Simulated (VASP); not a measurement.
Set up this calculation in VASP 6.6.1, as the native input.

- Task: relaxation of cell and atoms
- Functional: PBEsol
- Potentials or basis: VASP PAW PBE potentials, release 64 (Sr_sv, Cd, Si, S)
- Cutoff: 600 eV
- k mesh: 4 × 6 × 6
- Occupations: gaussian, width 0.03 eV
- Spin: no spin polarisation
- Further INCAR settings: ALGO = Normal; EDIFF = 1e-07; IBRION = 2; EDIFFG = -0.005; NSW = 90; ISIF = 3

The structure of SrCdSiS4 lies in POSCAR:

```
SrCdSiS4                                
1.0
   10.2587994176      0.0000000000      0.0000000000
    0.0000000000      5.0415867914      3.1634963931
    0.0000000000     -5.0415867914      3.1634963931
  Sr              Cd              Si              S             
     2     2     2     8
Direct
     0.0000000000000000    0.0022309090969298    0.0022309090969298
     0.5000000000000000    0.0022309090969298    0.0022309090969298
     0.7500000000000000    0.2732501935610784    0.6080540854377405
     0.2500000000000000    0.6080540854377405    0.2732501935610784
     0.7500000000000000    0.7065528956116000    0.2716726381535678
     0.2500000000000000    0.2716726381535678    0.7065528956116000
     0.4181019086454563    0.4657042929892126    0.9143297281699202
     0.5818980913545438    0.9143297281699202    0.4657042929892126
     0.0818980913545437    0.4657042929892126    0.9143297281699202
     0.9181019086454562    0.9143297281699202    0.4657042929892126
     0.7500000000000000    0.7130841424692740    0.9125806503788978
     0.2500000000000000    0.9125806503788978    0.7130841424692740
     0.7500000000000000    0.3232547923194593    0.1914207415562594
     0.2500000000000000    0.1914207415562594    0.3232547923194593
```

The cell was built by a generator and isn't the measured one.

The input as run:

INCAR

```
PREC     = Accurate       # precision mode
ENCUT    = 600            # plane-wave cutoff, eV
EDIFF    = 1E-7           # SCF threshold, eV
ISMEAR   = 0              # smearing method
SIGMA    = 0.03           # smearing width, eV
LREAL    = False          # projectors in reciprocal space
LASPH    = True           # aspherical terms in the spheres
NELM     = 80             # most SCF steps
ALGO     = Normal         # electronic algorithm
ISIF     = 3              # what is computed and relaxed
LWAVE    = False          # write WAVECAR
LCHARG   = False          # write CHGCAR
GGA      = PS             # functional
IBRION   = 2              # ionic algorithm
NSW      = 90             # ionic steps
EDIFFG   = -0.005         # ionic threshold
KPAR     = 4
```

KPOINTS

```
Automatic mesh
0
Gamma
  4 6 6
```

Potentials or basis: VASP PAW PBE potentials, release 64 (Sr_sv, Cd, Si, S).

The run is started by

```console
$ cat potpaw_PBE.64/Sr_sv/POTCAR potpaw_PBE.64/Cd/POTCAR potpaw_PBE.64/Si/POTCAR potpaw_PBE.64/S/POTCAR > POTCAR
$ mpirun -np 4 vasp_std > vasp.out
```

Results of the run:

```json
{"Relaxed volume": "23.39 Å³/atom", "Relaxed cell": "a = 10.263 Å, b = 5.954 Å, c = 5.954 Å, α = 115.81°, β = 90.00°, γ = 90.00°", "Space group after relaxing (to 0.05 Å)": "Ama2 (No. 40)", "Energy gained by relaxing": "0.0 meV/atom", "Ionic steps": "17", "Pressure after relaxing": "0.0 GPa", "Largest force after relaxing": "0.004 eV/Å", "Band gap on the k mesh": "2.72 eV, indirect (least direct gap 2.80 eV)"}
```

Caveat: the PAW data sets were made with another functional, which shifts forces and pressure a little.

Run time: 45 min on 4 MPI ranks on Intel(R) Xeon(R) 6975P-C (Granite Rapids), with other jobs on the host, peak memory 1.1 GiB a rank.
